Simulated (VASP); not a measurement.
These are PBE GGA, VASP's PBE PAW potentials (set 64) (plane waves; VASP 6.6.1) values and carry that method's errors.

VASP ran on this input.

File POSCAR:
```
Pb32Te31
1.0
 13.1200611128   0.0000000000   0.0000000000
  0.0000000000  13.1200611128   0.0000000000
  0.0000000000   0.0000000000  13.1200611128
Te Pb
31 32
Cart
  9.8400458346   3.2800152782   3.2800152782
  0.0000000000   6.5600305564   3.2800152782
  0.0000000000   3.2800152782   6.5600305564
  3.2800152782   3.2800152782   3.2800152782
  9.8400458346   9.8400458346   3.2800152782
  0.0000000000   0.0000000000   3.2800152782
  6.5600305564   3.2800152782   6.5600305564
  9.8400458346   6.5600305564   6.5600305564
  0.0000000000   9.8400458346   6.5600305564
  9.8400458346   3.2800152782   9.8400458346
  0.0000000000   6.5600305564   9.8400458346
  0.0000000000   3.2800152782   0.0000000000
  3.2800152782   9.8400458346   3.2800152782
  6.5600305564   0.0000000000   3.2800152782
  3.2800152782   6.5600305564   6.5600305564
  6.5600305564   9.8400458346   6.5600305564
  9.8400458346   0.0000000000   6.5600305564
  3.2800152782   3.2800152782   9.8400458346
  6.5600305564   6.5600305564   9.8400458346
  9.8400458346   9.8400458346   9.8400458346
  0.0000000000   0.0000000000   9.8400458346
  6.5600305564   3.2800152782   0.0000000000
  9.8400458346   6.5600305564   0.0000000000
  0.0000000000   9.8400458346   0.0000000000
  3.2800152782   0.0000000000   6.5600305564
  3.2800152782   9.8400458346   9.8400458346
  6.5600305564   0.0000000000   9.8400458346
  3.2800152782   6.5600305564   0.0000000000
  6.5600305564   9.8400458346   0.0000000000
  9.8400458346   0.0000000000   0.0000000000
  3.2800152782   0.0000000000   0.0000000000
  6.5600305564   0.0000000000   0.0000000000
  9.8400458346   3.2800152782   0.0000000000
  9.8400458346   0.0000000000   3.2800152782
  0.0000000000   0.0000000000   0.0000000000
  3.2800152782   3.2800152782   0.0000000000
  6.5600305564   6.5600305564   0.0000000000
  9.8400458346   9.8400458346   0.0000000000
  3.2800152782   0.0000000000   3.2800152782
  6.5600305564   3.2800152782   3.2800152782
  9.8400458346   6.5600305564   3.2800152782
  6.5600305564   0.0000000000   6.5600305564
  9.8400458346   3.2800152782   6.5600305564
  9.8400458346   0.0000000000   9.8400458346
  0.0000000000   6.5600305564   0.0000000000
  3.2800152782   9.8400458346   0.0000000000
  0.0000000000   3.2800152782   3.2800152782
  3.2800152782   6.5600305564   3.2800152782
  6.5600305564   9.8400458346   3.2800152782
  0.0000000000   0.0000000000   6.5600305564
  3.2800152782   3.2800152782   6.5600305564
  6.5600305564   6.5600305564   6.5600305564
  9.8400458346   9.8400458346   6.5600305564
  3.2800152782   0.0000000000   9.8400458346
  6.5600305564   3.2800152782   9.8400458346
  9.8400458346   6.5600305564   9.8400458346
  0.0000000000   9.8400458346   3.2800152782
  0.0000000000   6.5600305564   6.5600305564
  3.2800152782   9.8400458346   6.5600305564
  0.0000000000   3.2800152782   9.8400458346
  3.2800152782   6.5600305564   9.8400458346
  6.5600305564   9.8400458346   9.8400458346
  0.0000000000   9.8400458346   9.8400458346
```

File KPOINTS:
```
Automatic
0
G
  1 1 1
```

**INCAR**
```
SYSTEM = Pb32Te31
PREC = Normal; ENCUT = 400; LREAL = Auto
LASPH = .TRUE.; ISYM = 0; NELECT = 312.0
EDIFF = 1E-5; NELM = 100; NELMIN = 4
ALGO = Fast; LMAXMIX = 4
ISMEAR = 0; SIGMA = 0.05
GGA = PE
ISPIN = 2; MAGMOM = 63*0.0317; NUPDOWN = 2
IBRION = 2; NSW = 60; ISIF = 2
EDIFFG = -0.03
LWAVE = .FALSE.; LCHARG = .FALSE.; LORBIT = 10
```

POTCAR, in this order: Te Pb (PBE.64 set). Program: vasp_gam.

**Question.** What will the output report for the number of irreducible k-points (NKPTS), largest plane-wave count, FFT grid (NGX, NGY, NGZ)?

**Answer.** 
The number of irreducible k-points (NKPTS) is 1. The largest plane-wave count is 20422 and the FFT grid (NGX, NGY, NGZ) comes out as 64 × 64 × 64.

The cell is a supercell with a defect, built from PbTe (rock salt): vac_Te, charge +2.
